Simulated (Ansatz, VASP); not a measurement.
## Cross-check of SrNi2As2 between VASP and Ansatz

Aim: how closely do two programs agree when they are given the same cell, functional and k mesh? The cell is taken from a series of runs on this material, whose earlier steps may have relaxed, scaled, displaced or heated it; both programs get it as it stands.

Calculated with Ansatz 0.2.0; plane waves, with VASP 6.6.1 beside it; relaxation of cell and atoms at PBEsol.

### Step 1. Set-up

It takes space group I4/mmm (No. 139, tetragonal). Conventional cell: a = 4.110 Å, b = 4.110 Å, c = 10.139 Å, α = 90.00°, β = 90.00°, γ = 90.00°. Nearest to Sr lie 10 As at 3.23 to 3.67 Å and 8 Ni at 3.26 Å. Nearest to Ni lie 4 As at 2.35 Å and 4 Ni at 2.91 Å and 4 Sr at 3.26 Å. As has 4 Ni at 2.35 Å and 5 As at 2.80 to 3.69 Å and 5 Sr at 3.23 to 3.67 Å nearest. Farther neighbours are not listed.

Structure file:

```
Sr Ni As
1.0
    -2.05504    2.05504    5.06955
     2.05504   -2.05504    5.06955
     2.05504    2.05504   -5.06955
Sr Ni As
1 2 2
Direct
  0.00000 0.00000 0.00000
  0.75000 0.25000 0.50000
  0.25000 0.75000 0.50000
  0.63802 0.63802 0.00000
  0.36198 0.36198 0.00000
```

### Step 2. VASP: relaxation of cell and atoms, PBEsol

The relaxed volume is the usual yardstick between codes: in a stiff, nearly cubic crystal its relative difference is about their pressure difference at one cell divided by the bulk modulus.

Lines of VASP's logs that name or quote its potential files are left out, and so is its time.

Input file INCAR:

```
SYSTEM = SrNi2As2
PREC = Accurate
ENCUT = 600
EDIFF = 1E-07
NELM = 120
ISMEAR = 1
SIGMA = 0.2
LREAL = .FALSE.
ALGO = Normal
GGA = PS
NBANDS = 26
LASPH = .TRUE.
LORBIT = 11
LWAVE = .FALSE.
LCHARG = .FALSE.
ISIF = 3
IBRION = 2
NSW = 80
EDIFFG = -0.005
GGA_COMPAT = .FALSE.
NELMIN = 4
KPAR = 2
```

Input file POSCAR:

```
SrNi2As2
1.0
   -2.0550360000      2.0550360000      5.0695510000
    2.0550360000     -2.0550360000      5.0695510000
    2.0550360000      2.0550360000     -5.0695510000
Sr Ni As
1 2 2
Direct
    0.0000000000      0.0000000000      0.0000000000
    0.7500000000      0.2500000000      0.5000000000
    0.2500000000      0.7500000000      0.5000000000
    0.6380238112      0.6380238112      0.0000000000
    0.3619761888      0.3619761888      0.0000000000
```

Input file KPOINTS:

```
Automatic mesh
0
Gamma
10 10 10
0 0 0
```

The projector-augmented-wave data sets are Sr_sv, Ni and As (PBE family, release 64).

Started as:

```
> mpirun -np 2 vasp_std
```

Numbers of over 12 decimals in the logs are rounded to 6 here.

The program printed:

```text
[banner, memory and clock lines left out]
running    2 mpi-ranks, on    1 nodes
 distrk:  each k-point on    1 cores,    2 groups
 distr:  one band on    1 cores,    1 groups

 POSCAR found type information on POSCAR SrNiAs
 POSCAR found :  3 types and       5 ions
|                                                                             |
|               ----> ADVICE to this user running VASP <----                  |
|                                                                             |
|     You enforced a specific xc type in the INCAR file but a different       |
|     [... a line on the potential file left out ...]
|     I HOPE YOU KNOW WHAT YOU ARE DOING!                                     |
|                                                                             |

 LDA part: xc-table for (Slater+PW92), standard interpolation
 POSCAR, INCAR and KPOINTS ok, starting setup
 FFT: planning ... GRIDC
 FFT: planning ... GRID_SOFT
 FFT: planning ... GRID
 WAVECAR not read
 entering main loop
       N       E                     dE             d eps       ncg     rms          rms(c)
DAV:   1     0.306012779095E+03    0.30601E+03   -0.20088E+04  5304   0.185E+03
DAV:   2    -0.296491263066E+01   -0.30898E+03   -0.30029E+03  5330   0.377E+02
DAV:   3    -0.294043357946E+02   -0.26439E+02   -0.25846E+02  6586   0.123E+02
DAV:   4    -0.305364195803E+02   -0.11321E+01   -0.11238E+01  8600   0.214E+01
DAV:   5    -0.305720365653E+02   -0.35617E-01   -0.35567E-01  7542   0.314E+00    0.313E+01
DAV:   6    -0.377875467517E+02   -0.72155E+01   -0.93644E+01  6576   0.133E+02    0.294E+01
DAV:   7    -0.276435634669E+02    0.10144E+02   -0.30391E+01  6440   0.959E+01    0.803E+00
DAV:   8    -0.281720962075E+02   -0.52853E+00   -0.66448E+00  8016   0.219E+01    0.796E+00
DAV:   9    -0.278558166128E+02    0.31628E+00   -0.15668E+00  6846   0.173E+01    0.180E+00
DAV:  10    -0.278607995527E+02   -0.49829E-02   -0.71652E-02  6256   0.150E+00    0.129E+00
DAV:  11    -0.278587675625E+02    0.20320E-02   -0.91942E-03  9042   0.113E+00    0.561E-01
DAV:  12    -0.278587197913E+02    0.47771E-04   -0.72805E-04  6138   0.175E-01    0.303E-01
DAV:  13    -0.278586790002E+02    0.40791E-04   -0.40521E-04  7684   0.264E-01    0.863E-02
DAV:  14    -0.278586573277E+02    0.21672E-04   -0.41656E-05  8190   0.781E-02    0.700E-02
DAV:  15    -0.278586496595E+02    0.76682E-05   -0.13739E-05  8220   0.236E-02    0.256E-02
DAV:  16    -0.278586456179E+02    0.40416E-05   -0.87362E-06  8214   0.386E-02    0.828E-03
DAV:  17    -0.278586455644E+02    0.53567E-07   -0.20436E-06  7686   0.861E-03    0.265E-03
DAV:  18    -0.278586455003E+02    0.64113E-07   -0.56120E-08  3216   0.209E-03
   1 F= -.27858646E+02 E0= -.27860144E+02  d E =-.278586E+02
[...]
2 F= -.27858919E+02 E0= -.27860457E+02  d E =-.273268E-03
[...]
3 F= -.27859115E+02 E0= -.27860638E+02  d E =-.469973E-03
[...]
4 F= -.27859164E+02 E0= -.27860688E+02  d E =-.487034E-04
 trial-energy change:   -0.000049  1 .order   -0.000048   -0.000059   -0.000038
 step:   2.1840(harm=  2.5502)  dis= 0.00149  next Energy=   -27.859191 (dE=-0.756E-04)
 bond charge predicted
       N       E                     dE             d eps       ncg     rms          rms(c)
DAV:   1    -0.278593154798E+02   -0.15129E-03   -0.58269E-03  5460   0.499E-01    0.759E-02
DAV:   2    -0.278592446093E+02    0.70870E-04   -0.25999E-04  7578   0.212E-01    0.539E-02
DAV:   3    -0.278592287287E+02    0.15881E-04   -0.23157E-04  6784   0.233E-01    0.456E-02
DAV:   4    -0.278591961169E+02    0.32612E-04   -0.88839E-05  7248   0.139E-01    0.457E-03
DAV:   5    -0.278591965638E+02   -0.44683E-06   -0.73506E-06  6232   0.185E-02    0.597E-03
DAV:   6    -0.278591965375E+02    0.26221E-07   -0.21769E-07  5776   0.390E-03
   5 F= -.27859197E+02 E0= -.27860721E+02  d E =-.810642E-04
 curvature:  -1.27 expect dE=-0.656E-05 dE for cont linesearch -0.158E-05
 trial: gam=-0.00179 g(F)=  0.177E-06 g(S)=  0.501E-05 ort = 0.914E-05 (trialstep = 0.117E+01)
 search vector abs. value=  0.515E-05
 reached required accuracy - stopping structural energy minimisation
```

From OUTCAR (step 2):

```text
ion  position               nearest neighbor table
   1  0.000  0.000  0.000-   4 3.23   5 3.23   4 3.23   5 3.23   4 3.23   5 3.23   5 3.23   4 3.23
                             2 3.26   3 3.26   2 3.26   3 3.26   2 3.26   2 3.26   3 3.26   3 3.26
   2  0.750  0.250  0.500-   5 2.35   4 2.35   5 2.35   4 2.35   3 2.91   3 2.91   3 2.91   3 2.91
                             1 3.26   1 3.26   1 3.26   1 3.26
   3  0.250  0.750  0.500-   5 2.35   4 2.35   5 2.35   4 2.35   2 2.91   2 2.91   2 2.91   2 2.91
                             1 3.26   1 3.26   1 3.26   1 3.26
   4  0.638  0.638  0.000-   3 2.35   2 2.35   2 2.35   3 2.35   5 2.80   1 3.23   1 3.23   1 3.23
                             1 3.23   1 3.67
   5  0.362  0.362  0.000-   2 2.35   3 2.35   3 2.35   2 2.35   4 2.80   1 3.23   1 3.23   1 3.23
                             1 3.23   1 3.67

  LATTYP: Found a body centered tetragonal cell.
 ALAT       =     4.1100720000
 C/A-ratio  =     2.4668915776

 Subroutine GETGRP returns: Found 16 space group operations
 (whereof 16 operations were pure point group operations)

The static configuration has the point symmetry D_4h.

 Found    102 irreducible k-points:

   k-points           NKPTS =    102   k-points in BZ     NKDIM =    102   number of bands    NBANDS=     26

   dimension x,y,z NGX =    48 NGY =   48 NGZ =   48
   dimension x,y,z NGXF=    96 NGYF=   96 NGZF=   96

   ENCUT  =  600.0 eV  44.10 Ry    6.64 a.u.  11.67 11.67 11.67*2*pi/ulx,y,z

   NELECT =      40.0000    total number of electrons

 k-points in reciprocal lattice and weights: Automatic mesh
   0.00000000  0.00000000  0.00000000       0.001
   0.10000000 -0.00000000  0.00000000       0.008
   0.20000000 -0.00000000  0.00000000       0.008
   0.30000000 -0.00000000  0.00000000       0.008
   0.40000000  0.00000000  0.00000000       0.008
   0.50000000 -0.00000000  0.00000000       0.004
   0.10000000  0.10000000  0.00000000       0.008
   0.20000000  0.10000000  0.00000000       0.016
   0.30000000  0.10000000  0.00000000       0.016
[...]
-0.40000000 -0.40000000  0.40000000       0.002
   0.50000000  0.50000000  0.50000000       0.001

 average (electrostatic) potential at core
       1 -34.0265       2 -84.6349       3 -84.6349       4 -48.1979       5 -48.1979

 E-fermi :   6.4388

 k-point     1 :       0.0000    0.0000    0.0000
  band No.  band energies     occupation
    ...
     15       4.9177      2.00000
     16       4.9886      2.00000
     17       5.1169      2.00000
     18       5.1169      2.00000
     19       5.5801      2.00000
     20       7.0174     -0.00034
     21       7.4991     -0.00000
     22       7.4991     -0.00000
     23       9.3487     -0.00000
     24       9.3986     -0.00000
    ...

 k-point     2 :       0.1000   -0.0000    0.0000
  band No.  band energies     occupation
    ...
     15       4.9193      2.00000
     16       4.9471      2.00000
     17       5.0507      2.00000
     18       5.0581      2.00000
     19       5.6860      2.00000
     20       6.6246     -0.03217
     21       7.3908     -0.00000
     22       7.8332     -0.00000
     23       9.3210     -0.00000
     24       9.7654     -0.00000
    ...

 k-point     3 :       0.2000   -0.0000    0.0000
  band No.  band energies     occupation
    ...
     16       4.8738      2.00000
     17       4.9126      2.00000
     18       5.0177      2.00000
     19       5.9296      2.00188
     20       6.2560      2.02754
     21       7.1802     -0.00000
     22       8.2960     -0.00000
     23       9.1378     -0.00000
     24      10.4645      0.00000
     25      11.0198      0.00000
    ...

  Total        0.0160005      0.0160005      0.0025895      0.0000000     -0.0000000     -0.0000000
  in kB        0.2982223      0.2982223      0.0482633      0.0000000     -0.0000000     -0.0000000
  external PRESSURE =       0.2149026 kB  Pullay stress =       0.0000000 kB

  energy-cutoff  :      600.00
  volume of cell :       85.96
      direct lattice vectors                 reciprocal lattice vectors
    -2.059513723  2.059513723  5.066569420     0.000000000  0.242775755  0.098686105
     2.059513723 -2.059513723  5.066569420     0.242775755  0.000000000  0.098686105
     2.059513723  2.059513723 -5.066569420     0.242775755  0.242775755  0.000000000

 POSITION                                       TOTAL-FORCE (eV/Angst)
 -----------------------------------------------------------------------------------
      0.00000      0.00000      0.00000         0.000000      0.000000     -0.000000
     -0.00000      2.05951      2.53328         0.000000      0.000000      0.000000
      2.05951     -0.00000      2.53328         0.000000      0.000000     -0.000000
      0.00000      0.00000      6.46617        -0.000000     -0.000000      0.001354
      0.00000      0.00000      3.66697        -0.000000     -0.000000     -0.001354
 -----------------------------------------------------------------------------------
    total drift:                                0.000000     -0.000000      0.000000

  FREE ENERGIE OF THE ION-ELECTRON SYSTEM (eV)
  ---------------------------------------------------
  free  energy   TOTEN  =       -27.8591965375 eV

  energy  without entropy=      -27.8637701477  energy(sigma->0) =      -27.86072107

 reached required accuracy - stopping structural energy minimisation

 total charge
# of ion       s       p       d       tot
------------------------------------------
    1        2.011   5.758   0.282   8.051
    2        0.447   0.481   8.479   9.407
    3        0.447   0.481   8.479   9.407
    4        1.214   1.523   0.078   2.815
    5        1.214   1.523   0.078   2.815
--------------------------------------------------
tot          5.335   9.764  17.395  32.493

[... 3 further parts left out ...]
```

CONTCAR:

```
SrNi2As2
   1.00000000000000
    -2.0595137232403293    2.0595137232403293    5.0665694203998921
     2.0595137232403293   -2.0595137232403293    5.0665694203998921
     2.0595137232403293    2.0595137232403293   -5.0665694203998921
  Sr              Ni              As
     1     2     2
Direct
     0.0000000000000000    0.0000000000000000    0.0000000000000000
     0.7500000000000000    0.2500000000000000    0.5000000000000000
     0.2500000000000000    0.7500000000000000    0.5000000000000000
     0.6381210129454296    0.6381210129454296    0.0000000000000000
     0.3618789870545704    0.3618789870545704    0.0000000000000000
```

This run has no spin polarisation, so a moment on Ni, if there is one, isn't seen. The run keeps the 16 symmetry operations of its start, so it cannot find a distortion of lower symmetry.

(Part 1 of 2 ends here.)

[Lines on the potential files, build, host, timing and source positions are cut from VASP's logs without a mark.]

[Logs are printed without paths, hosts, clocks, repeated set-up lines and the standing remarks that a program may print on its own settings, such as how far it seeks lower states.]

[Hosts, paths, dates, database ids (printed as entryN), source tags and the programs' standing remarks are cut or masked in the printed files.]
